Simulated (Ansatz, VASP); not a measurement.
# Cross-check of Sb (Antimony) between VASP and Ansatz

One calculation is typed for both programs; each brings its own data sets. How far apart do they land? The cell is taken from a series of runs on this material, whose earlier steps may have relaxed, scaled, displaced or heated it; both programs get it as it stands.

Main program and level: Ansatz 0.2.0; plane waves, with VASP 6.6.1 beside it; zone-centre phonons at PBEsol.

## Step 1: The structure

Symmetry: R-3m, No. 166, trigonal system. Conventional cell: a = 4.332 Å, b = 4.332 Å, c = 10.952 Å, α = 90.00°, β = 90.00°, γ = 120.00°. Sb has 3 Sb at 2.93 Å nearest.

## Step 2: Ansatz: zone-centre phonons, PBEsol

Ansatz runs on its PAW soft_1 files.

Second derivatives magnify differences that forces hide, and they need a tight electronic threshold.

input.yaml reads:

```yaml
crystal:
  lattice:
    - [2.1661420299, 1.2506226841, 3.6505524357]
    - [-2.1661420299, 1.2506226841, 3.6505524357]
    - [0.0, -2.5012453681, 3.6505524357]
  atoms:
    - { symbol: Sb, position: [0.2360976219, 0.236097621, 0.2360976219] }
    - { symbol: Sb, position: [0.7639023781, 0.763902379, 0.7639023781] }
kpoints:
  mp_grid: { grid: [12, 12, 12] }
hamiltonian:
  xc: pbesol
  pseudopotentials: { kind: paw, azcp: { folder: soft_1 }, xc_functional: pbe }
scf:
  occupations: { method: methfessel_paxton, width: 0.2 }
output:
  eigenvalues: true
phonons:
  method: dfpt
```

Launch:

```sh
ansatz run input.yaml --threads 4 --pin off --max-ram 10240MiB --backend cpu --events-out ev --progress --plain --runs-dir out
```

Numbers of over 12 decimals in the logs are rounded to 6 here.

Log:

```text
Engine: ansatz 0.2.0, x86_64-unknown-linux-gnu
Pseudopotentials: kind: paw
Pseudopotential: Sb, paw, valence charge 15, recommended cutoff 420 eV (normal), soft_1/Sb.paw.azcp
Functional definition: PBEsol
  exchange = pbesol_x
  correlation = pbesol_c
Crystal: 2 atoms, lattice volume = 59.337 Å³
Basis set: ecut = 420 eV, 1183 PW (Γ), exchange–correlation on 60×60×60 points (8 copies of the dense FFT grid, shifted against one another)
Bands: 19, of which v1, the nominal top of the filled ones, is band 15 counted from 1 (14 counted from 0)
Symmetry: 12 space group operations
k-points: 476 of 1728 (irreducible under 2 space group operations, time reversal used)
Non-local potential: Sb, projectors of the file, l = 0: 2, l = 1: 2, l = 2: 2, l = 3: 1
PAW form: soft (Blöchl's): semilocal exchange-correlation on the pseudo side does not see the compensation charge
PAW frozen core: Sb, regenerated for the run's functional, and the local potential with it (the file was generated under x = pbe(κ = 0.804, μ = 0.219515), c = pbe(β = 0.066725))
PAW one-centre angular grid: Sb, 590 points (default); XC on 64 Gauss nodes
Initial density: superposition of atomic densities (chi_scale 0.1, normalization cell)
Initial wavefunctions: pseudopotential atomic-orbital guess
Functional: x = pbesol(κ = 0.804, μ = 0.123457), c = pbesol(β = 0.046)
SCF iter   1: F=—  HF=-12816.336778 eV  |F-HF|=—  |Δ(HF+E_count)|=         —  Δρ=1.46e-2  dr2=9.52e-2  ethr=3.10e-3  ⟨swp⟩=5.9  Hψ=46865  notcnv=0
preconditioner: auto → none  [insulator: Δε(μ)=0.149 eV  Ē_g=8.721 eV  σ=0.200 eV  W_gap=0.57  n_scr=14 (ndim 8)  ℏωp=15.2 eV  f_vac=0.000  D(μ)=0.14/eV (n_scr^D=0)  ε∞_Penn≈4.1]
SCF iter   2: F=—  HF=-12816.326338 eV  |F-HF|=—  |Δ(HF+E_count)|=   1.04e-2  S|Δr|=    0.00e0  Δρ=7.01e-3  dr2=2.11e-2  ethr=3.17e-4  ⟨swp⟩=1.0  Hψ=12852  notcnv=0
SCF iter   3: F=—  HF=-12816.325492 eV  |F-HF|=—  |Δ(HF+E_count)|=   8.46e-4  S|Δr|=    0.00e0  Δρ=5.23e-4  dr2=1.91e-4  ethr=7.03e-5  ⟨swp⟩=1.1  Hψ=9274  notcnv=0
SCF iter   4: F=—  HF=-12816.325502 eV  |F-HF|=—  |Δ(HF+E_count)|=   9.91e-6  S|Δr|=    0.00e0  Δρ=2.71e-4  dr2=4.41e-5  ethr=6.37e-7  ⟨swp⟩=2.0  Hψ=16195  notcnv=0
SCF iter   5: F=—  HF=-12816.325489 eV  |F-HF|=—  |Δ(HF+E_count)|=   1.23e-5  S|Δr|=    0.00e0  Δρ=7.94e-5  dr2=3.26e-6  ethr=1.47e-7  ⟨swp⟩=2.9  Hψ=16420  notcnv=0
SCF iter   6: F=—  HF=-12816.325489 eV  |F-HF|=—  |Δ(HF+E_count)|=   2.73e-7  S|Δr|=    0.00e0  Δρ=1.39e-5  dr2=1.01e-7  ethr=1.09e-8  ⟨swp⟩=2.9  Hψ=16226  notcnv=0
SCF iter   7: F=—  HF=-12816.325489 eV  |F-HF|=—  |Δ(HF+E_count)|=   2.32e-8  S|Δr|=    0.00e0  Δρ=1.31e-6  dr2=8.64e-10  ethr=3.37e-10  ⟨swp⟩=2.0  Hψ=15375  notcnv=0
SCF iter   8: F=—  HF=-12816.325489 eV  |F-HF|=—  |Δ(HF+E_count)|=  9.09e-11  S|Δr|=    0.00e0  Δρ=2.78e-7  dr2=3.10e-11  ethr=2.88e-12  ⟨swp⟩=2.0  Hψ=16216  notcnv=0
SCF iter   9: F=-12816.325489 eV  HF=-12816.325489 eV  |F-HF|=3.64e-12  |Δ(HF+E_count)|=  4.00e-11  S|Δr|=    0.00e0  Δρ=3.08e-8  dr2=2.12e-13  ethr=1.00e-12  ⟨swp⟩=6.0  Hψ=42010  notcnv=0
SCF 1 converged in 9 iterations: F = -12816.325489 eV  dr2 = 2.12e-13
  greatest PAW one-centre occupation: 0.996 electrons in one spin orbital (limit 2), on the Sb atom at site 1 (counted from 0), in its partial waves of l = 2
DFPT response loops at Γ: preconditioner auto → Kerker (q_TF=auto, 2.435 Å⁻¹) (partly filled bands, converged f_vac=0.000); β = 1.00, the filter's whole step (`scf.mixing.beta` (0.50) is not read by the response loops under this deck's `scf.mixing.preconditioner`; to damp them name `kerker` or `kerker_dos`, under which they read `scf.mixing.beta`, and type it under 1.00, their step now; both keys bind the ground state too); Broyden in place of MSR1
SCF converged after 9 iterations
Stability not checked: this state was not tested for a lower state beside it, because cold or Methfessel-Paxton smearing, or corrected tetrahedra, fill the levels in a way that the test cannot read (fill_not_monotonic; see scf.lower_state_search)
Free energy (F): -12816.325489 eV
Harris-Foulkes:  -12816.325489 eV  (|F-HF|=3.64e-12)
Internal energy: -12816.327890 eV  (E = F + TS)
E sigma→0 (E₀):  -12816.326089 eV
Entropy (-TS):   0.002401 eV (1.200 meV/atom)
Fermi energy:    10.332948 eV
--- Per-component energies (eV) ---
  E_band       = -327.481414
  E_kinetic    = 326.250133
  E_local      = -3130.762119  (includes V_loc(G=0)·N_el)
  E_nonlocal   = 782.544659
  E_hartree    = 1295.150001
  E_xc         = -196.767902
  E_vxc        = -182.018568  (∫ρ·V_xc dr)
  E_paw        = -8934.999425  (= ΣΔE_a)
  E_vpaw       = -713.795815  (= ΣTr[D̂ρ^β])
  E_aug_tail   = 0.000269  (compensation charges beyond the density's cutoff)
  E_ewald      = -2958.407217
  E_core_change = 0.663710  (= ΣΔE_core)
  E_smearing   = 0.002401  (= −TS)
  E_closure    = -0.000000  (closes the sum)
  Σ components = -12816.325489   (vs F -12816.325489, Δ=0.00e0)
--- Band table (eV; the first three rows and the last of 476) ---
  k-point 0: bands = [... 11 lower, 5.6789, 8.4953, 8.5315, 8.5315, 12.7505, 13.2304, 13.2304, 15.3243]
  k-point 1: bands = [... 11 lower, 5.2916, 8.5043, 8.5253, 8.7406, 12.6422, 12.9991, 13.0065, 15.0419]
  k-point 2: bands = [... 11 lower, 4.4128, 8.5161, 8.5223, 9.1217, 12.2500, 12.4284, 12.4731, 14.9022]
  k-point 475: bands = [... 11 lower, 1.2117, 9.0978, 9.0978, 9.8565, 10.2785, 10.2785, 11.2376, 17.7486]
--- Phonons (Γ-DFPT): 2 representative perturbations + reference, on 476 of 1728 k-points (Σ response iterations 6) ---
  k mesh reduced under 2 symmetry operations, with k and −k counted as one. Each operation leaves every solved perturbation unchanged. A smaller set is not used because it would not reduce the number of displacements times k-points to solve
  ASR residual: 2.732e-5 → 0.000e0 eV/Å²; symmetrization residual: 9.682e-6 eV/Å²
  ASR residual per site (eV/Å²): 2.73e-5 2.73e-5
  Γ frequencies (cm⁻¹): 0.00 0.00 0.00 87.21 87.21 140.13
  non-analytic LO–TO correction: not included (Born effective charges unavailable; polar crystals: no LO–TO splitting at Γ)
```

Reading the cycles: dr2 is the Hartree energy of the density residual (eV), the measure of convergence; HF is the Harris–Foulkes estimate of the energy, which meets the free energy F at convergence.

## Step 3: VASP: zone-centre phonons, PBEsol

The same cell, functional, mesh and smearing now go to VASP, with its own data sets.

Lines of VASP's logs that name or quote its potential files are left out, and so is its time.

INCAR reads:

```
SYSTEM = Sb
PREC = Accurate
ENCUT = 500
EDIFF = 1E-08
NELM = 120
ISMEAR = 1
SIGMA = 0.2
LREAL = .FALSE.
ALGO = Normal
GGA = PS
NBANDS = 11
LORBIT = 11
LWAVE = .FALSE.
LCHARG = .FALSE.
ISIF = 2
IBRION = 8
LASPH = .TRUE.
GGA_COMPAT = .FALSE.
KPAR = 2
```

POSCAR reads:

```
Sb
1.0
    2.1661420299      1.2506226841      3.6505524357
   -2.1661420299      1.2506226841      3.6505524357
    0.0000000000     -2.5012453681      3.6505524357
Sb
2
Direct
    0.2360976216      0.2360976207      0.2360976216
    0.7639023784      0.7639023775      0.7639023784
```

KPOINTS reads:

```
Automatic mesh
0
Gamma
12 12 12
0 0 0
```

The projector-augmented-wave data sets are Sb (PBE family, release 64).

Launch:

```sh
mpirun -np 2 vasp_std
```

Log:

```text
[banner, memory and clock lines left out]
running    2 mpi-ranks, on    1 nodes
 distrk:  each k-point on    1 cores,    2 groups
 distr:  one band on    1 cores,    1 groups

 POSCAR found type information on POSCAR Sb
 POSCAR found :  1 types and       2 ions
|                                                                             |
|               ----> ADVICE to this user running VASP <----                  |
|                                                                             |
|     You enforced a specific xc type in the INCAR file but a different       |
|     [... a line on the potential file left out ...]
|     I HOPE YOU KNOW WHAT YOU ARE DOING!                                     |
|                                                                             |

 LDA part: xc-table for (Slater+PW92), standard interpolation
 POSCAR, INCAR and KPOINTS ok, starting setup
 FFT: planning ... GRIDC
 FFT: planning ... GRID_SOFT
 FFT: planning ... GRID
 WAVECAR not read
 entering main loop
       N       E                     dE             d eps       ncg     rms          rms(c)
DAV:   1     0.345939684585E+02    0.34594E+02   -0.35231E+03  4158   0.692E+02
DAV:   2    -0.726006410039E+01   -0.41854E+02   -0.40425E+02  5447   0.113E+02
DAV:   3    -0.911421894964E+01   -0.18542E+01   -0.18326E+01  5048   0.267E+01
DAV:   4    -0.913005236456E+01   -0.15833E-01   -0.15818E-01  4700   0.296E+00
DAV:   5    -0.913023597495E+01   -0.18361E-03   -0.18361E-03  4785   0.356E-01    0.289E+00
DAV:   6    -0.912143842415E+01    0.87976E-02   -0.20225E-03  4701   0.277E-01    0.173E+00
DAV:   7    -0.911598273632E+01    0.54557E-02   -0.50058E-03  4614   0.427E-01    0.581E-02
DAV:   8    -0.911601354116E+01   -0.30805E-04   -0.11957E-04  4692   0.769E-02    0.170E-02
DAV:   9    -0.911602060478E+01   -0.70636E-05   -0.13439E-05  4740   0.234E-02    0.508E-03
DAV:  10    -0.911602012348E+01    0.48130E-06   -0.17842E-06  4736   0.744E-03    0.838E-04
DAV:  11    -0.911602020487E+01   -0.81393E-07   -0.14332E-07  4710   0.242E-03    0.463E-04
DAV:  12    -0.911602024361E+01   -0.38743E-07   -0.13798E-08  3821   0.664E-04    0.898E-05
DAV:  13    -0.911602024966E+01   -0.60502E-08   -0.14968E-09  2403   0.263E-04
   1 F= -.91160202E+01 E0= -.91168263E+01  d E =0.241811E-02
 Linear response reoptimize wavefunctions to high precision
DAV:   1    -0.911602025111E+01   -0.14440E-08   -0.16098E-10  2706   0.101E-04
DAV:   2    -0.911602025112E+01   -0.73896E-11   -0.21746E-11  2277   0.406E-05
 Linear response DOF=           2
 Linear response progress:
  Degree of freedom:   1/  2
       N       E                     dE             d eps       ncg     rms          rms(c)
RMM:   1    -0.250535085827E-01   -0.25054E-01    0.25198E-02 38633   0.118E+00
RMM:   2    -0.248176235159E-01    0.23589E-03   -0.15925E-03 30152   0.237E-01    0.480E-02
RMM:   3    -0.248223363242E-01   -0.47128E-05   -0.42386E-05 31728   0.388E-02    0.287E-02
RMM:   4    -0.248812315634E-01   -0.58895E-04   -0.21424E-05 31894   0.208E-02    0.211E-03
RMM:   5    -0.248880904016E-01   -0.68588E-05   -0.15970E-06 32771   0.355E-03    0.969E-04
RMM:   6    -0.248900532621E-01   -0.19629E-05    0.14592E-07 32490   0.908E-04    0.281E-04
RMM:   7    -0.248892429624E-01    0.81030E-06    0.49102E-07 33226   0.229E-04    0.759E-05
RMM:   8    -0.248891913025E-01    0.51660E-07    0.66227E-08 33680   0.694E-05    0.158E-05
RMM:   9    -0.248891659208E-01    0.25382E-07    0.25351E-08 33621   0.196E-05    0.199E-06
RMM:  10    -0.248891684271E-01   -0.25062E-08   -0.10433E-08 33390   0.621E-06    0.654E-07
 first order change of Fermi-energy  -0.16990E-04
 force on displaced ion       1 direction 1 :  -1.854   0.000   0.000
 Linear response progress:
  Degree of freedom:   2/  2
       N       E                     dE             d eps       ncg     rms          rms(c)
RMM:   1    -0.259529663468E-01   -0.25953E-01    0.17769E-02  8098   0.118E+00
RMM:   2    -0.248325839500E-01    0.11204E-02   -0.15458E-03  6504   0.244E-01    0.463E-02
RMM:   3    -0.247317784103E-01    0.10081E-03   -0.41284E-05  6903   0.421E-02    0.280E-02
RMM:   4    -0.246617515784E-01    0.70027E-04   -0.26519E-05  6752   0.250E-02    0.677E-03
RMM:   5    -0.246732411708E-01   -0.11490E-04   -0.85680E-07  6984   0.522E-03    0.240E-03
RMM:   6    -0.246755921682E-01   -0.23510E-05   -0.67657E-08  7019   0.103E-03    0.793E-04
RMM:   7    -0.246747128183E-01    0.87935E-06    0.11599E-08  7080   0.292E-04    0.196E-04
RMM:   8    -0.246747287291E-01   -0.15911E-07    0.37694E-09  7149   0.621E-05    0.310E-05
RMM:   9    -0.246747239506E-01    0.47785E-08   -0.68580E-10  7219   0.176E-05    0.153E-05
 first order change of Fermi-energy  -0.34253E+00
 force on displaced ion       1 direction 3 :   0.000  -0.000  -4.561
 Linear response finished
```

OUTCAR, selected parts (step 3):

```text
ion  position               nearest neighbor table
   1  0.236  0.236  0.236-   2 2.93   2 2.93   2 2.93   2 3.29   2 3.29   2 3.29
   2  0.764  0.764  0.764-   1 2.93   1 2.93   1 2.93   1 3.29   1 3.29   1 3.29

  LATTYP: Found a trigonal (rhomboedric) cell.
 ALAT       =     4.4252414033
 COS(alpha) =     0.5207855338

 Subroutine GETGRP returns: Found 12 space group operations
 (whereof 12 operations were pure point group operations)

The static configuration has the point symmetry D_3d.

 Found    189 irreducible k-points:

   k-points           NKPTS =    189   k-points in BZ     NKDIM =    189   number of bands    NBANDS=     11

   dimension x,y,z NGX =    32 NGY =   32 NGZ =   32
   dimension x,y,z NGXF=    64 NGYF=   64 NGZF=   64

   ENCUT  =  500.0 eV  36.75 Ry    6.06 a.u.   8.07  8.07  8.07*2*pi/ulx,y,z

   NELECT =      10.0000    total number of electrons

 k-points in reciprocal lattice and weights: Automatic mesh
   0.00000000  0.00000000  0.00000000       0.001
   0.08333333 -0.00000000  0.00000000       0.003
   0.16666667 -0.00000000  0.00000000       0.003
   0.25000000  0.00000000  0.00000000       0.003
   0.33333333 -0.00000000  0.00000000       0.003
   0.41666667 -0.00000000 -0.00000000       0.003
   0.50000000  0.00000000  0.00000000       0.002
   0.08333333  0.08333333  0.00000000       0.003
   0.16666667  0.08333333 -0.00000000       0.007
[...]
-0.41666667  0.50000000  0.41666667       0.003
   0.50000000  0.50000000  0.50000000       0.001

 average (electrostatic) potential at core
       1 -85.4896       2 -85.4896

  Total        0.0652221      0.0652221      0.2056383      0.0000000      0.0000000      0.0000000
  in kB        1.7610942      1.7610942      5.5525381      0.0000000      0.0000000      0.0000000
  external PRESSURE =       3.0249088 kB  Pullay stress =       0.0000000 kB

  energy-cutoff  :      500.00
  volume of cell :       59.34
      direct lattice vectors                 reciprocal lattice vectors
     2.166142030  1.250622684  3.650552436     0.230825123  0.133266947  0.091310381
    -2.166142030  1.250622684  3.650552436    -0.230825123  0.133266947  0.091310381
     0.000000000 -2.501245368  3.650552436     0.000000000 -0.266533894  0.091310381

 POSITION                                       TOTAL-FORCE (eV/Angst)
 -----------------------------------------------------------------------------------
      0.00000     -0.00000      2.58566         0.000000      0.000000      0.045830
      0.00000     -0.00000      8.36600         0.000000     -0.000000     -0.045830
 -----------------------------------------------------------------------------------
    total drift:                               -0.000001      0.000000      0.000001

 Eigenvectors and eigenvalues of the dynamical matrix
 ----------------------------------------------------

   1 f  =    4.279379 THz    26.888134 2PiTHz  142.744732 cm-1    17.698083 meV
             X         Y         Z           dx          dy          dz
      0.000000 -0.000000  2.585660    -0.000000    0.000000    0.707107
      0.000000 -0.000000  8.365997     0.000000   -0.000000   -0.707107

   2 f  =    2.728182 THz    17.141673 2PiTHz   91.002356 cm-1    11.282849 meV
             X         Y         Z           dx          dy          dz
      0.000000 -0.000000  2.585660    -0.000000    0.707107   -0.000000
      0.000000 -0.000000  8.365997     0.000000   -0.707107    0.000000

   3 f  =    2.728182 THz    17.141673 2PiTHz   91.002356 cm-1    11.282849 meV
             X         Y         Z           dx          dy          dz
      0.000000 -0.000000  2.585660    -0.707107   -0.000000    0.000000
      0.000000 -0.000000  8.365997     0.707107    0.000000   -0.000000

   4 f  =    0.000000 THz     0.000000 2PiTHz    0.000002 cm-1     0.000000 meV
             X         Y         Z           dx          dy          dz
      0.000000 -0.000000  2.585660    -0.013200    0.086109   -0.701720
      0.000000 -0.000000  8.365997    -0.013200    0.086109   -0.701720

   5 f  =    0.000000 THz     0.000000 2PiTHz    0.000001 cm-1     0.000000 meV
             X         Y         Z           dx          dy          dz
      0.000000 -0.000000  2.585660    -0.695752    0.123023    0.028184
      0.000000 -0.000000  8.365997    -0.695752    0.123023    0.028184

   6 f/i=    0.000000 THz     0.000000 2PiTHz    0.000001 cm-1     0.000000 meV
             X         Y         Z           dx          dy          dz
      0.000000 -0.000000  2.585660    -0.125518   -0.690978   -0.082430
      0.000000 -0.000000  8.365997    -0.125518   -0.690978   -0.082430

 ELASTIC MODULI CONTR FROM IONIC RELAXATION (kBar)
 Direction    XX          YY          ZZ          XY          YZ          ZX
 --------------------------------------------------------------------------------
 XX         -89.6407    -70.0417   -131.5435      0.0000     44.2843     -0.0000
 YY         -70.0417    -89.6407   -131.5435     -0.0000    -44.2843      0.0000
 ZZ        -131.5435   -131.5435   -216.7265     -0.0000     -0.0000      0.0000
 XY           0.0000     -0.0000     -0.0000     -9.7995     -0.0000     42.0437
 YZ          44.2843    -44.2843     -0.0000     -0.0000   -200.1228      0.0000
 ZX          -0.0000      0.0000      0.0000     42.0437      0.0000   -180.3840
 --------------------------------------------------------------------------------
```

## Step 4: Side by side

Known differences besides the potentials themselves: the data sets hold 30 valence electrons in Ansatz (on its PAW soft_1 files) and 10 in VASP; the cutoff is 420 eV in Ansatz and 500 eV in VASP; Ansatz makes its cores anew for this functional, VASP keeps those of its PBE data sets. Total energies have different zeros and are not compared.

Compared:

```csv
quantity,Ansatz,VASP,difference
optical mode 1 to 2 (cm⁻¹),87.2,91.0,-4.17 %
optical mode 3 (cm⁻¹),140.1,142.7,-1.83 %
```

Modes are paired by rising frequency, not by their patterns, so a pair may set unlike modes beside each other; they are those without the splitting of longitudinal modes.

## Step 5: Summary of results

| Quantity | Value |
| --- | --- |
| r.m.s. difference of the optical zone-centre modes, each program's sorted by frequency (zone-centre phonons, PBEsol) | 3.4 cm⁻¹ |
| difference in optical mode 1 to 2 (zone-centre phonons, PBEsol) | -4.2 % |

In words: The r.m.s. difference of the optical zone-centre modes, each program's sorted by frequency is 3.4 cm⁻¹ (zone-centre phonons, PBEsol). The data sets hold unlike numbers of valence electrons (30 in Ansatz and 10 in VASP), so part of the differences comes from the potentials. Among the rows given in per cent, the largest difference of the zone-centre phonons, PBEsol pair is in optical mode 1 to 2, -4.2 %. How closely two codes agree says nothing of how well the functional describes the real material.

[Lines on the potential files, build, host, timing and source positions are cut from VASP's logs without a mark.]

[Logs are printed without paths, hosts, clocks, repeated set-up lines and the standing remarks that a program may print on its own settings, such as how far it seeks lower states.]

[Hosts, paths, dates, database ids (printed as entryN), source tags and the programs' standing remarks are cut or masked in the printed files.]
